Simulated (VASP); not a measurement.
Here is the system:

```
CELL_PARAMETERS angstrom
      4.63973     0.00000     0.00000
      0.00000     4.63973     0.00000
      0.00000     0.00000     3.06537
ATOMIC_POSITIONS crystal
  Mg 0.00000 0.00000 0.00000
  Mg 0.50000 0.50000 0.50000
  F  0.30272 0.30272 0.00000
  F  0.80272 0.19728 0.50000
  F  0.19728 0.80272 0.50000
  F  0.69728 0.69728 0.00000
```

Level of theory: optB88-vdW, VASP's PBE PAW potentials (set 64) (plane waves; VASP). Numerical set-up: 520 eV cut-off, 6×6×8 Γ-centred mesh, tetrahedra with Blöchl corrections, potentials Mg F.

The cores are frozen, which limits the accuracy of field gradients.

Problem. Give the principal components of the electric field gradient (V/Å²) and the asymmetry η at each nucleus.

Solution. 
| atom | Vxx | Vyy | Vzz | η |
|---|---|---|---|---|
| Mg1 | -4.2 | -2.1 | 6.3 | 0.32 |
| Mg2 | -4.2 | -2.1 | 6.3 | 0.32 |
| F3 | 30.8 | 16.5 | -47.4 | 0.30 |
| F4 | 30.8 | 16.5 | -47.4 | 0.30 |
| F5 | 30.8 | 16.5 | -47.4 | 0.30 |
| F6 | 30.8 | 16.5 | -47.4 | 0.30 |

The compound is MgF2 in the rutile structure. It was relaxed first.
